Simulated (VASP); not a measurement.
# How PAW data sets and plane-wave cutoff change a VASP run on Bismuth, part 2 of 2

Aim: find what the PAW data sets and plane-wave cutoff change for Bismuth, and what they cost. The series runs use r2SCAN. The atoms of the start are displaced at random from the sites of a R-3m cell.

VASP 6.6.1, plane waves and PAW; the level of theory is named at each step.

Still holding for the runs below: The k-mesh is coarse for a metal.

So far. Step 5 (PAW data sets: GW 64: Bi d GW): With 34 valence electrons the pressure is 0.01 GPa, -0.83 GPa from the first of the series, after 13 cycles in 3.5 min. Step 7 (Plane-wave cutoff: ENCUT = 150): The series starts at -51.6704 eV an atom and -303.34 GPa, after 12 cycles in 49 s.

The database entry behind the starting cell lists a temperature near 78 K, so it need not match the best structure at ambient conditions.

### Step 8. Plane-wave cutoff: ENCUT = 180

Level of this step: r2SCAN; plane waves and PAW (Bi_d) (VASP).

INCAR reads:

```
SYSTEM = Bi
PREC = Accurate
ENCUT = 180
EDIFF = 1E-06
NELM = 100
ISMEAR = -1
SIGMA = 0.05
LREAL = .FALSE.
ALGO = Normal
METAGGA = R2SCAN
LASPH = .TRUE.
NBANDS = 21
LORBIT = 11
LWAVE = .FALSE.
LCHARG = .FALSE.
KPAR = 2
ISIF = 2
```

POSCAR reads:

```
Bi
1.0
    2.2675000000      1.3091417354      3.9380000000
   -2.2675000000      1.3091417354      3.9380000000
    0.0000000000     -2.6182834708      3.9380000000
Bi
2
Direct
    0.2404340000      0.2542450000      0.2220610000
    0.7642200000      0.7705820000      0.7642520000
```

KPOINTS reads:

```
Automatic mesh
0
Gamma
6 6 6
0 0 0
```

Potentials, in the order of the species: Bi_d (PBE family, release 64).

Run with:

```
> mpirun -np 2 vasp_std
```

Output:

```text
[... set-up lines as in an earlier step ...]
 entering main loop
       N       E                     dE             d eps       ncg     rms          rms(c)
DAV:   1     0.665110927352E+02    0.66511E+02   -0.10680E+04  5488   0.754E+02
DAV:   2    -0.115320534356E+03   -0.18183E+03   -0.17831E+03  5324   0.275E+02
DAV:   3    -0.122589403360E+03   -0.72689E+01   -0.72322E+01  5374   0.640E+01
DAV:   4    -0.122695024346E+03   -0.10562E+00   -0.10561E+00  5490   0.708E+00
[...]
DAV:   9    -0.115139057548E+03   -0.63592E-04   -0.46112E-04  5474   0.135E-01    0.280E-02
DAV:  10    -0.115139091848E+03   -0.34300E-04   -0.59695E-05  5454   0.480E-02    0.515E-03
DAV:  11    -0.115139091482E+03    0.36635E-06   -0.38252E-06  4518   0.138E-02
   1 F= -.11513909E+03 E0= -.11513771E+03  d E =-.276542E-02
```

Elapsed: 71 s, on 2 MPI ranks of AMD EPYC 7R43, shared host; peak memory 0.23 GiB.

OUTCAR, selected parts (step 8):

```text
  Total      -31.7652111    -32.1253086    -31.9712443     -0.0627762     -0.3356483      0.1031921
  in kB     -725.6068956   -733.8325368   -730.3132764     -1.4339864     -7.6671519      2.3571974
  external PRESSURE =    -729.9175696 kB  Pullay stress =       0.0000000 kB

 POSITION                                       TOTAL-FORCE (eV/Angst)
 -----------------------------------------------------------------------------------
     -0.03132      0.06619      2.82252         0.049081     -0.092149     -0.285905
     -0.01443      0.00824      9.05367        -0.049081      0.092149      0.285905
 -----------------------------------------------------------------------------------
    total drift:                               -0.000138      0.000142     -0.000055

  FREE ENERGIE OF THE ION-ELECTRON SYSTEM (eV)
  ---------------------------------------------------
  free  energy   TOTEN  =      -115.1390914815 eV

  energy  without entropy=     -115.1363260630  energy(sigma->0) =     -115.13770877

[... 1 part as in an earlier step ...]

[... 2 further parts left out ...]
[key lines of the parts left out:]
E-fermi :   6.2403
```

Against the run before the energy moves by -5898.47 meV an atom and the pressure by +230.35 GPa, after 11 cycles in 71 s.

### Step 9. Plane-wave cutoff: ENCUT = 220

INCAR, as its differences from that of step 8:

```diff
@@ -2,3 +2,3 @@
 PREC = Accurate
-ENCUT = 180
+ENCUT = 220
 EDIFF = 1E-06
```

POSCAR is that of step 8.

KPOINTS is that of step 8.

Run with:

```
> mpirun -np 2 vasp_std
```

Output:

```text
[... set-up lines as in an earlier step ...]
 entering main loop
       N       E                     dE             d eps       ncg     rms          rms(c)
DAV:   1     0.107125042781E+03    0.10713E+03   -0.11289E+04  5005   0.942E+02
DAV:   2    -0.110831390923E+03   -0.21796E+03   -0.21360E+03  5089   0.322E+02
DAV:   3    -0.123575262735E+03   -0.12744E+02   -0.12671E+02  5464   0.940E+01
DAV:   4    -0.123852097839E+03   -0.27684E+00   -0.27678E+00  6148   0.139E+01
[...]
DAV:  10    -0.116903574234E+03    0.51628E-04   -0.72894E-04  5885   0.304E-01    0.178E-02
DAV:  11    -0.116903571212E+03    0.30223E-05   -0.38870E-05  5449   0.663E-02    0.747E-03
DAV:  12    -0.116903571944E+03   -0.73171E-06   -0.77962E-06  4578   0.202E-02
   1 F= -.11690357E+03 E0= -.11690217E+03  d E =-.280885E-02
```

Wall time 79 s (2 MPI ranks); peak memory 0.26 GiB.

From OUTCAR (step 9):

```text
  Total       -2.8961648     -3.2129754     -2.9200966     -0.0554595     -0.3191296      0.0946156
  in kB      -66.1565620    -73.3934089    -66.7032326     -1.2668510     -7.2898200      2.1612867
  external PRESSURE =     -68.7510678 kB  Pullay stress =       0.0000000 kB

 POSITION                                       TOTAL-FORCE (eV/Angst)
 -----------------------------------------------------------------------------------
     -0.03132      0.06619      2.82252         0.038872     -0.076467     -0.270510
     -0.01443      0.00824      9.05367        -0.038872      0.076467      0.270510
 -----------------------------------------------------------------------------------
    total drift:                               -0.000142      0.000146     -0.000051

  FREE ENERGIE OF THE ION-ELECTRON SYSTEM (eV)
  ---------------------------------------------------
  free  energy   TOTEN  =      -116.9035719438 eV

  energy  without entropy=     -116.9007630915  energy(sigma->0) =     -116.90216752

[... 1 part as in an earlier step ...]

[... 2 further parts left out ...]
[key lines of the parts left out:]
E-fermi :   6.2455
```

Against the run before the energy moves by -882.23 meV an atom and the pressure by +66.12 GPa, after 12 cycles in 79 s.

### Step 10. Plane-wave cutoff: ENCUT = 240

INCAR, as its differences from that of step 9:

```diff
@@ -2,3 +2,3 @@
 PREC = Accurate
-ENCUT = 220
+ENCUT = 240
 EDIFF = 1E-06
```

POSCAR is that of step 9.

KPOINTS is that of step 9.

Run with:

```
> mpirun -np 2 vasp_std
```

Output:

```text
[... set-up lines as in an earlier step ...]
 entering main loop
       N       E                     dE             d eps       ncg     rms          rms(c)
DAV:   1     0.123455148150E+03    0.12346E+03   -0.11696E+04  4856   0.103E+03
DAV:   2    -0.108278756127E+03   -0.23173E+03   -0.22730E+03  5084   0.340E+02
DAV:   3    -0.123515128556E+03   -0.15236E+02   -0.15143E+02  5507   0.106E+02
DAV:   4    -0.123887257851E+03   -0.37213E+00   -0.37206E+00  6069   0.174E+01
[...]
DAV:  11    -0.117002366189E+03    0.24360E-05   -0.49747E-05  5457   0.758E-02    0.864E-03
DAV:  12    -0.117002367252E+03   -0.10631E-05   -0.99485E-06  5114   0.235E-02    0.195E-03
DAV:  13    -0.117002367672E+03   -0.41969E-06   -0.75259E-07  3157   0.910E-03
   1 F= -.11700237E+03 E0= -.11700096E+03  d E =-.281336E-02
```

Run time: 85 s. Hardware: 2 MPI ranks; peak memory 0.27 GiB; 2.8 min of CPU time.

Parts of OUTCAR (step 10):

```text
  Total       -0.1691584     -0.4843032     -0.2727126     -0.0555248     -0.3196764      0.0952963
  in kB       -3.8640545    -11.0628485     -6.2295251     -1.2683417     -7.3023084      2.1768355
  external PRESSURE =      -7.0521427 kB  Pullay stress =       0.0000000 kB

 POSITION                                       TOTAL-FORCE (eV/Angst)
 -----------------------------------------------------------------------------------
     -0.03132      0.06619      2.82252         0.038456     -0.075218     -0.271133
     -0.01443      0.00824      9.05367        -0.038456      0.075218      0.271133
 -----------------------------------------------------------------------------------
    total drift:                               -0.000143      0.000146     -0.000050

  FREE ENERGIE OF THE ION-ELECTRON SYSTEM (eV)
  ---------------------------------------------------
  free  energy   TOTEN  =      -117.0023676719 eV

  energy  without entropy=     -116.9995543134  energy(sigma->0) =     -117.00096099

[... 1 part as in an earlier step ...]

[... 2 further parts left out ...]
[key lines of the parts left out:]
E-fermi :   6.2448
```

Against the run before the energy moves by -49.40 meV an atom and the pressure by +6.17 GPa, after 13 cycles in 85 s.

### Step 11. Plane-wave cutoff: ENCUT = 280

INCAR, as its differences from that of step 10:

```diff
@@ -2,3 +2,3 @@
 PREC = Accurate
-ENCUT = 240
+ENCUT = 280
 EDIFF = 1E-06
```

POSCAR is that of step 10.

KPOINTS is that of step 10.

Run with:

```
> mpirun -np 2 vasp_std
```

Output:

```text
[... set-up lines as in an earlier step ...]
 entering main loop
       N       E                     dE             d eps       ncg     rms          rms(c)
DAV:   1     0.142447803211E+03    0.14245E+03   -0.12430E+04  4752   0.118E+03
DAV:   2    -0.104777542679E+03   -0.24723E+03   -0.24239E+03  4929   0.365E+02
DAV:   3    -0.123331995037E+03   -0.18554E+02   -0.18431E+02  5504   0.122E+02
DAV:   4    -0.123880422247E+03   -0.54843E+00   -0.54827E+00  6131   0.227E+01
[...]
DAV:  11    -0.117013476796E+03    0.36172E-05   -0.59181E-05  5583   0.863E-02    0.975E-03
DAV:  12    -0.117013477619E+03   -0.82331E-06   -0.12420E-05  5564   0.291E-02    0.237E-03
DAV:  13    -0.117013478035E+03   -0.41555E-06   -0.95613E-07  3182   0.120E-02
   1 F= -.11701348E+03 E0= -.11701207E+03  d E =-.281421E-02
```

The job ended after 2.3 min (2 MPI ranks; peak memory 0.31 GiB).

From OUTCAR (step 11):

```text
  Total        0.4357565      0.1216887      0.3474270     -0.0560477     -0.3181977      0.0939708
  in kB        9.9539068      2.7797121      7.9362106     -1.2802871     -7.2685321      2.1465583
  external PRESSURE =       6.8899432 kB  Pullay stress =       0.0000000 kB

 POSITION                                       TOTAL-FORCE (eV/Angst)
 -----------------------------------------------------------------------------------
     -0.03132      0.06619      2.82252         0.038090     -0.074503     -0.272004
     -0.01443      0.00824      9.05367        -0.038090      0.074503      0.272004
 -----------------------------------------------------------------------------------
    total drift:                                0.000045     -0.000021      0.000090

  FREE ENERGIE OF THE ION-ELECTRON SYSTEM (eV)
  ---------------------------------------------------
  free  energy   TOTEN  =      -117.0134780347 eV

  energy  without entropy=     -117.0106638281  energy(sigma->0) =     -117.01207093

[... 1 part as in an earlier step ...]

[... 2 further parts left out ...]
[key lines of the parts left out:]
E-fermi :   6.2442
```

Against the run before the energy moves by -5.55 meV an atom and the pressure by +1.39 GPa, after 13 cycles in 2.3 min.

### Step 12. Plane-wave cutoff: ENCUT = 320

INCAR, as its differences from that of step 11:

```diff
@@ -2,3 +2,3 @@
 PREC = Accurate
-ENCUT = 280
+ENCUT = 320
 EDIFF = 1E-06
```

POSCAR is that of step 11.

KPOINTS is that of step 11.

Run with:

```
> mpirun -np 2 vasp_std
```

Output:

```text
[... set-up lines as in an earlier step ...]
 entering main loop
       N       E                     dE             d eps       ncg     rms          rms(c)
DAV:   1     0.157105965527E+03    0.15711E+03   -0.13204E+04  4720   0.130E+03
DAV:   2    -0.102203525895E+03   -0.25931E+03   -0.25422E+03  4864   0.384E+02
DAV:   3    -0.123196848933E+03   -0.20993E+02   -0.20792E+02  5597   0.133E+02
DAV:   4    -0.123880016615E+03   -0.68317E+00   -0.68295E+00  6103   0.263E+01
[...]
DAV:  11    -0.117004195898E+03    0.44596E-05   -0.62589E-05  5624   0.910E-02    0.101E-02
DAV:  12    -0.117004196713E+03   -0.81507E-06   -0.13409E-05  5661   0.310E-02    0.234E-03
DAV:  13    -0.117004197142E+03   -0.42924E-06   -0.10572E-06  3246   0.128E-02
   1 F= -.11700420E+03 E0= -.11700279E+03  d E =-.281553E-02
```

Run time: 2.3 min. Hardware: 2 MPI ranks; peak memory 0.33 GiB.

From OUTCAR (step 12):

```text
  Total        0.2372085     -0.0769185      0.1493405     -0.0560266     -0.3183069      0.0939660
  in kB        5.4185098     -1.7570344      3.4113583     -1.2798044     -7.2710270      2.1464471
  external PRESSURE =       2.3576112 kB  Pullay stress =       0.0000000 kB

 POSITION                                       TOTAL-FORCE (eV/Angst)
 -----------------------------------------------------------------------------------
     -0.03132      0.06619      2.82252         0.038073     -0.074560     -0.270654
     -0.01443      0.00824      9.05367        -0.038073      0.074560      0.270654
 -----------------------------------------------------------------------------------
    total drift:                                0.000045     -0.000021      0.000090

  FREE ENERGIE OF THE ION-ELECTRON SYSTEM (eV)
  ---------------------------------------------------
  free  energy   TOTEN  =      -117.0041971421 eV

  energy  without entropy=     -117.0013816130  energy(sigma->0) =     -117.00278938

[... 1 part as in an earlier step ...]

[... 2 further parts left out ...]
[key lines of the parts left out:]
E-fermi :   6.2449
```

Against the run before the energy moves by +4.64 meV an atom and the pressure by -0.45 GPa, after 13 cycles in 2.3 min.

### Step 13. Plane-wave cutoff: ENCUT = 390

INCAR, as its differences from that of step 12:

```diff
@@ -2,3 +2,3 @@
 PREC = Accurate
-ENCUT = 320
+ENCUT = 390
 EDIFF = 1E-06
```

POSCAR is that of step 12.

KPOINTS is that of step 12.

Run with:

```
> mpirun -np 2 vasp_std
```

Output:

```text
[... set-up lines as in an earlier step ...]
 entering main loop
       N       E                     dE             d eps       ncg     rms          rms(c)
DAV:   1     0.173536639788E+03    0.17354E+03   -0.14536E+04  4704   0.147E+03
DAV:   2    -0.100157263291E+03   -0.27369E+03   -0.26785E+03  4839   0.407E+02
DAV:   3    -0.123065039866E+03   -0.22908E+02   -0.22692E+02  5599   0.142E+02
DAV:   4    -0.123873748328E+03   -0.80871E+00   -0.80836E+00  6013   0.293E+01
[...]
DAV:  11    -0.116999459966E+03    0.38412E-05   -0.63942E-05  5731   0.928E-02    0.989E-03
DAV:  12    -0.116999460840E+03   -0.87387E-06   -0.12786E-05  5682   0.292E-02    0.217E-03
DAV:  13    -0.116999461290E+03   -0.45063E-06   -0.10400E-06  3268   0.131E-02
   1 F= -.11699946E+03 E0= -.11699805E+03  d E =-.281621E-02
```

Wall time 2.7 min (2 MPI ranks); peak memory 0.37 GiB.

OUTCAR, selected parts (step 13):

```text
  Total        0.4242205      0.1096960      0.3354122     -0.0562019     -0.3184138      0.0938950
  in kB        9.6903916      2.5057655      7.6617604     -1.2838091     -7.2734681      2.1448264
  external PRESSURE =       6.6193058 kB  Pullay stress =       0.0000000 kB

 POSITION                                       TOTAL-FORCE (eV/Angst)
 -----------------------------------------------------------------------------------
     -0.03132      0.06619      2.82252         0.038428     -0.075261     -0.268509
     -0.01443      0.00824      9.05367        -0.038428      0.075261      0.268509
 -----------------------------------------------------------------------------------
    total drift:                                0.000081     -0.000030     -0.000047

  FREE ENERGIE OF THE ION-ELECTRON SYSTEM (eV)
  ---------------------------------------------------
  free  energy   TOTEN  =      -116.9994612903 eV

  energy  without entropy=     -116.9966450818  energy(sigma->0) =     -116.99805319

[... 1 part as in an earlier step ...]

[... 2 further parts left out ...]
[key lines of the parts left out:]
E-fermi :   6.2459
```

Against the run before the energy moves by +2.37 meV an atom and the pressure by +0.43 GPa, after 13 cycles in 2.7 min.

### Step 14. Plane-wave cutoff: ENCUT = 490

INCAR, as its differences from that of step 13:

```diff
@@ -2,3 +2,3 @@
 PREC = Accurate
-ENCUT = 390
+ENCUT = 490
 EDIFF = 1E-06
```

POSCAR is that of step 13.

KPOINTS is that of step 13.

Run with:

```
> mpirun -np 2 vasp_std
```

Output:

```text
[... set-up lines as in an earlier step ...]
 entering main loop
       N       E                     dE             d eps       ncg     rms          rms(c)
DAV:   1     0.192747898608E+03    0.19275E+03   -0.16249E+04  4712   0.170E+03
DAV:   2    -0.978169241719E+02   -0.29056E+03   -0.28436E+03  4774   0.445E+02
DAV:   3    -0.122927593475E+03   -0.25111E+02   -0.24757E+02  5579   0.150E+02
DAV:   4    -0.123864883949E+03   -0.93729E+00   -0.93670E+00  5938   0.314E+01
[...]
DAV:  11    -0.116999957387E+03    0.30927E-05   -0.62158E-05  5752   0.900E-02    0.101E-02
DAV:  12    -0.116999958175E+03   -0.78756E-06   -0.13445E-05  5753   0.307E-02    0.220E-03
DAV:  13    -0.116999958637E+03   -0.46229E-06   -0.11173E-06  3347   0.133E-02
   1 F= -.11699996E+03 E0= -.11699855E+03  d E =-.281594E-02
```

Wall time 4.8 min (2 MPI ranks); peak memory 0.51 GiB; 9.6 min of CPU time.

Parts of OUTCAR (step 14):

```text
  Total        0.4710501      0.1561750      0.3804394     -0.0561244     -0.3179079      0.0936998
  in kB       10.7601104      3.5674765      8.6903076     -1.2820400     -7.2619115      2.1403672
  external PRESSURE =       7.6726315 kB  Pullay stress =       0.0000000 kB

 POSITION                                       TOTAL-FORCE (eV/Angst)
 -----------------------------------------------------------------------------------
     -0.03132      0.06619      2.82252         0.038326     -0.075285     -0.267994
     -0.01443      0.00824      9.05367        -0.038326      0.075285      0.267994
 -----------------------------------------------------------------------------------
    total drift:                                0.000004      0.000005      0.000007

  FREE ENERGIE OF THE ION-ELECTRON SYSTEM (eV)
  ---------------------------------------------------
  free  energy   TOTEN  =      -116.9999586373 eV

  energy  without entropy=     -116.9971427004  energy(sigma->0) =     -116.99855067

[... 1 part as in an earlier step ...]

[... 2 further parts left out ...]
[key lines of the parts left out:]
E-fermi :   6.2459
```

Against the run before the energy moves by -0.25 meV an atom and the pressure by +0.11 GPa, after 13 cycles in 4.8 min.

### Step 15. The plane-wave cutoff series as a table

This step: convergence of r2SCAN results with the cutoff; plane waves and PAW (VASP 6.6.1).

Derived from the runs above.

Differences are taken from the run with ENCUT = 490. Results of the series, by row:

```
    setting     status  energy less the reference (meV/atom)  pressure (GPa)  largest force difference (meV/Å)  SCF cycles  wall time (s)
ENCUT = 150  converged                                  6829          -303.3                             754.5          12             49
ENCUT = 180  converged                                 930.4          -72.99                             17.91          11             71
ENCUT = 220  converged                                 48.19          -6.875                             2.516          12             79
ENCUT = 240  converged                                -1.205         -0.7052                             3.139          13             85
ENCUT = 280  converged                                 -6.76           0.689                              4.01          13            136
ENCUT = 320  converged                                -2.119          0.2358                              2.66          13            136
ENCUT = 390  converged                                0.2487          0.6619                             0.515          13            164
ENCUT = 490  converged                                     0          0.7673                                 0          13            288
```

### Step 16. Outcome

| Quantity | Value |
| --- | --- |
| spread of the pressure over the PAW data sets | 0.826 GPa |
| plane-wave cutoff from which the energy stays within 10 meV/atom of the reference | ENCUT = 240 |
| plane-wave cutoff from which the energy stays within 1 meV/atom of the reference | ENCUT = 390 |
| plane-wave cutoff from which the pressure stays within 0.2 GPa of the reference | ENCUT = 390 |
| spread of the pressure over the plane-wave cutoff | 304 GPa |
| spread of the energy over the plane-wave cutoff | 6836 meV/atom |

In words: The choice of data set moves the pressure between 0.01 GPa (gw 64: Bi_d_GW) and 0.83 GPa (minimal 64: Bi); all ran at 400 eV. From ENCUT = 390 on, the energy stays within 1 meV an atom of the reference, at 57 % of its time. The pressure holds within 0.2 GPa from ENCUT = 390 on. These cutoffs are 0.6 to 2 times the default of the data sets, about 240 eV; at the default the run is off by -1.2 meV an atom, -1.47 GPa, 3.1 meV/Å in forces, and at 1.3 times by -2.1 meV an atom, -0.53 GPa, 2.7 meV/Å in forces. Energy differences between like cells converge faster than these totals. Differences are taken from the run with ENCUT = 490, which is itself not the exact limit. Data sets differ in their zero of energy, so energies are not compared. The runs at ENCUT = 150; ENCUT = 180; ENCUT = 220 are over 30 meV an atom or 2 GPa off and describe the material poorly.

[Lines on the potential files, build, host, timing and source positions are cut from VASP's logs without a mark.]

[Logs are printed without paths, hosts, clocks, repeated set-up lines and the standing remarks that a program may print on its own settings, such as how far it seeks lower states.]

[Hosts, paths, dates, database ids (printed as entryN), source tags and the programs' standing remarks are cut or masked in the printed files.]

[A measured line is paired with the nearest computed mode of its activity, which favours agreement.]
